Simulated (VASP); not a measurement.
Here is the system:

```xyz
2
Lattice="3.0569 0.0000 0.0000 0.0000 3.0569 0.0000 0.0000 0.0000 3.0569" Properties=species:S:1:pos:R:3 pbc="T T T"
Al     1.5285     1.5285     1.5285
Ru     0.0000     0.0000     0.0000
```

The numbers are results of vdW-DF2, VASP's PBE PAW potentials (set 64) (plane waves; VASP), not measurements. Settings: 520 eV cut-off, Gaussian smearing of 0.050 eV, potentials Al Ru_pv.

Task: Estimate the band gap (along the path) with the smallest direct gap where there is one.

Result: 
- band gap (along the path): none (metal, semimetal or under 0.01 eV)

The absolute energy has meaning only against runs of the same code, potentials and settings.

The compound is RuAl in the CsCl type structure. It was relaxed first, which changed the volume by +7 %. The electron count is odd and the run is not spin-polarised, which forces a metal.
